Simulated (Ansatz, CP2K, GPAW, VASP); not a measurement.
Code comparison for Ti (P6_3/mmc, 2 atoms in the cell)

Self-consistent single point.

```xyz
2
Lattice="1.4750 -2.5548 0.0000 1.4750 2.5548 0.0000 0.0000 0.0000 4.6800" Properties=species:S:1:pos:R:3 pbc="T T T"
Ti     1.4750     0.8516     1.1700
Ti     1.4750    -0.8516     3.5100
```

Shared settings, as Ansatz (a first-principles code) writes them: kpoints.mp_grid.grid = 13 13 7; scf.occupations.method = fermi_dirac; scf.occupations.width = 0.1 eV. Potentials and cutoffs stand in the table.

| code | model | pressure (GPa) | cutoff |
|---|---|---|---|
| VASP | PBEsol, VASP's PBE PAW potentials (set 64) | -5.87 | 300 eV |
| GPAW | PBEsol, GPAW PAW datasets PBEsol (made by gpaw-setup) | -5.42 | 850 eV |
| CP2K | PBEsol, GPW, DZVP-MOLOPT-SR-GTH basis, GTH-PBE potentials (GTH_POTENTIALS) | -4.68 | grid 600 Ry |
| Ansatz | PBEsol, default PAW files made with PBE | -5.61 | default |

On Ansatz's run: spin polarisation is off.

The spread over the programs that give each value: pressure within 1.19 GPa.

CP2K uses small atom-centred bases, whose incompleteness enters pressures, forces and empty levels differently from a plane-wave cutoff. Ansatz's pressure is given at a fixed set of plane waves, as the other plane-wave codes print theirs.

VASP's run is marked for a possible Pulay error in its stress at this cutoff; no cutoff test was made.

The starting cell has typed, rounded lattice constants, without a prior relaxation at this level.

Left out of this page: Elk and SIESTA (not drawn, or without a comparable value).

Keys are those of Ansatz 0.2.
